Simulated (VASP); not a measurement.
A run of VASP 6.6.1:

File INCAR:

```
SYSTEM = Re
PREC     = Accurate       ! precision mode
ENCUT    = 600            ! plane-wave cutoff, eV
EDIFF    = 1E-6           ! SCF threshold, eV
ISMEAR   = 1              ! smearing method
SIGMA    = 0.1            ! smearing width, eV
LREAL    = .False.        ! projectors in reciprocal space
LASPH    = .True.         ! aspherical terms in the spheres
NELM     = 80             ! most SCF steps
ALGO     = Normal         ! electronic algorithm
ISIF     = 3              ! what is computed and relaxed
LWAVE    = .False.        ! write WAVECAR
LCHARG   = .False.        ! write CHGCAR
METAGGA  = R2SCAN         ! meta-GGA
LMIXTAU  = .True.       
IBRION   = 2              ! ionic algorithm
NSW      = 90             ! ionic steps
EDIFFG   = -0.01          ! ionic threshold
```

The input KPOINTS:

```
Automatic mesh
0
Gamma
  15 15 8
  0 0 0
```

POSCAR

```
Re
1.0
    2.7608000000      0.0000000000      0.0000000000
   -1.3804000000      2.3909229348      0.0000000000
    0.0000000000      0.0000000000      4.4582000000
Re
2
Direct
    0.3333333333      0.6666666667      0.2500000000
    0.6666666667      0.3333333333      0.7500000000
```

Potentials or basis: VASP PAW PBE potentials, release 64 (Re).

Launch:

```bash
$ cat potpaw_PBE.64/Re/POTCAR > POTCAR
$ mpirun -np 1 vasp_std > vasp.out
```

Hardware: 1 thread of Intel(R) Xeon(R) 6975P-C (Granite Rapids), on a shared host.

Problem. How long does it take, and how much memory?

Solution. It took 6.5 min on 1 thread of Intel(R) Xeon(R) 6975P-C (Granite Rapids), on a shared host, peak memory 0.21 GiB. Counts: scf iterations 47, k points 135, ion steps 5.
